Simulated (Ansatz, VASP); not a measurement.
RhN in VASP and in Ansatz

INCAR

```
SYSTEM = RhN
PREC     = Accurate       ! precision mode
ENCUT    = 520            ! plane-wave cutoff, eV
EDIFF    = 1E-6           ! SCF threshold, eV
ISMEAR   = -1             ! smearing method
SIGMA    = 0.1            ! smearing width, eV
LREAL    = .FALSE.        ! projectors in reciprocal space
LASPH    = .TRUE.         ! aspherical terms in the spheres
NELM     = 80             ! most SCF steps
ALGO     = Normal         ! electronic algorithm
ISIF     = 2              ! what is computed and relaxed
LWAVE    = .FALSE.        ! write WAVECAR
LCHARG   = .FALSE.        ! write CHGCAR
GGA      = CA             ! functional
NBANDS   = 17             ! bands
```

File KPOINTS:

```
regular mesh
0
G
  15 15 15
  0 0 0
```

POSCAR

```
RhN
1.0
    2.4225452254      0.0000000000      0.0000000000
    0.0000000000      2.4225452254      0.0000000000
    0.0000000000      0.0000000000      2.4225452254
Rh N
1 1
Direct
    0.0000000000      0.0000000000      0.0000000000
    0.5000000000      0.5000000000      0.5000000000
```

Input for Ansatz:

```yaml
crystal:
  lattice:
    - [2.4225452254, 0.0, 0.0]
    - [0.0, 2.4225452254, 0.0]
    - [0.0, 0.0, 2.4225452254]
  atoms:
    - { symbol: Rh, position: [0.0, 0.0, 0.0] }
    - { symbol: "N", position: [0.5, 0.5, 0.5] }
kpoints:
  mp_grid: { grid: [15, 15, 15] }
scf:
  occupations: { method: fermi_dirac, width: 0.1 }
hamiltonian:
  xc: lda
  pseudopotentials: { kind: all_electron, lapw: { basis_error: 0.001 } }
output:
  forces: true
  stress: true
  eigenvalues: true
  populations: true
```

Change from the starting cell: volume scaled by 0.76, LAPW.

Alike in both runs: task single point; functional LDA; k mesh 15 × 15 × 15; occupations fermi-dirac, width 0.1 eV; no spin polarisation.

```csv
,VASP,Ansatz
version,VASP 6.6.1,Ansatz 0.2.0
potentials or method,"VASP PAW LDA potentials, release 64 (Rh_pv, N)","all-electron LAPW, scalar-relativistic"
plane-wave cutoff (eV),520,see its input
```

|  | VASP | Ansatz | Ansatz less VASP |
| --- | --- | --- | --- |
| pressure (GPa) | 171.4 | 169.0 | -2.47 |

Ansatz ran all-electron here, so the differences hold the error of VASP's frozen core and of both bases.

Caveats: the cell as given lies far from equilibrium; so large a pressure means that the cell lies far from this level's equilibrium, or that cutoff or potentials fall short (VASP).
